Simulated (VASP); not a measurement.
These are PBEsol GGA, VASP's PBE PAW potentials (set 64) (plane waves; VASP) values and carry that method's errors.

The input files of a VASP run:

**KPOINTS**
```
Automatic mesh
0
Gamma
6 6 5
0 0 0
```

INCAR:
```
ALGO = Normal
EDIFF = 1E-7
ENCUT = 520
GGA = PS
ISIF = 2
ISMEAR = -5
LASPH = .TRUE.
LCHARG = .TRUE.
LEFG = .TRUE.
LORBIT = 11
LREAL = .FALSE.
LWAVE = .FALSE.
NEDOS = 601
NELM = 100
PREC = Accurate
SYSTEM = SiO2
```

File POSCAR:
```
SiO2
5.568440
  0.9136716517   0.0000000000   0.0000000000
 -0.4568358258   0.7912629503   0.0000000000
  0.0000000000   0.0000000000   1.0000000664
Si O
3 6
Direct
  0.0000000000   0.5000000000   0.6666670000
  0.5000000000   0.0000000000   0.0000000000
  0.5000000000   0.5000000000   0.3333330000
  0.7917537415   0.5835074830   0.5000000000
  0.2082462585   0.7917537415   0.8333330000
  0.4164925170   0.2082462585   0.1666670000
  0.2082462585   0.4164925170   0.5000000000
  0.7917537415   0.2082462585   0.8333330000
  0.5835074830   0.7917537415   0.1666670000
```

POTCAR, in this order: Si O (PBE.64 set). Program: vasp_std.

What will the output report for the number of irreducible k-points (NKPTS), number of bands (NBANDS), largest plane-wave count, number of space-group operations, FFT grid (NGX, NGY, NGZ)?

* **number of irreducible k-points (NKPTS)**: 21
* **number of bands (NBANDS)**: 29
* **largest plane-wave count**: 3408
* **number of space-group operations**: 12
* **FFT grid (NGX, NGY, NGZ)**: 40 × 40 × 42

The structure comes from a computed database's SiO2 entry (P6_222); how it stands against other phases isn't given here. It was relaxed first.
